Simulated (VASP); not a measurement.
Input:

```
KF
1.0
    0.00000     2.72850     2.72850
    2.72850     0.00000     2.72850
    2.72850     2.72850     0.00000
K F
1 1
Direct
  0.00000   0.00000   0.00000
  0.50000   0.50000   0.50000
```

Level of theory: PBEsol GGA, VASP's PBE PAW potentials (set 64) (plane waves; VASP). Settings: 520 eV cut-off, 8×8×8 Γ-centred mesh, Gaussian smearing of 0.050 eV, potentials K_sv F.

Problem. Give the stress tensor in GPa (positive for a compressed cell).

Solution. 
```
-2.25   0.00   0.00
 0.00  -2.25   0.00
 0.00   0.00  -2.25
```
The pressure is its mean diagonal, -2.25 GPa.

The compound is KF in the rock salt structure. The cell was not relaxed at this level. The run is one of a series of settings (GGA = PS against the base run), some of them coarse on purpose.
